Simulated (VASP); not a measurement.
Input:

```
CELL_PARAMETERS angstrom
      0.00000     3.00742     3.00742
      3.00742     0.00000     3.00742
      3.00742     3.00742     0.00000
ATOMIC_POSITIONS crystal
  In 0.00000 0.00000 0.00000
  P  0.25000 0.25000 0.25000
```

Calculation: RPBE GGA, VASP's PBE PAW potentials (set 64) (plane waves; VASP). Numerical set-up: 520 eV cut-off, 9×9×9 Γ-centred mesh, tetrahedra with Blöchl corrections, potentials In_d P.

Unless said otherwise, spin-orbit coupling is left out, though it shifts the bands of the heavy elements here.

Problem. Predict the energy per atom (σ→0), band gap (on the k-mesh) with the smallest direct gap where there is one.

Solution. 
```yaml
band gap (on the k-mesh): 0.42 eV
smallest direct gap (on the k-mesh): 0.42 eV
energy per atom (σ→0): -3877 meV/atom
```

Only differences to runs with the same potentials and settings are physical.

The compound is InP in the zinc blende structure. It was relaxed first, which changed the volume by +8 %.
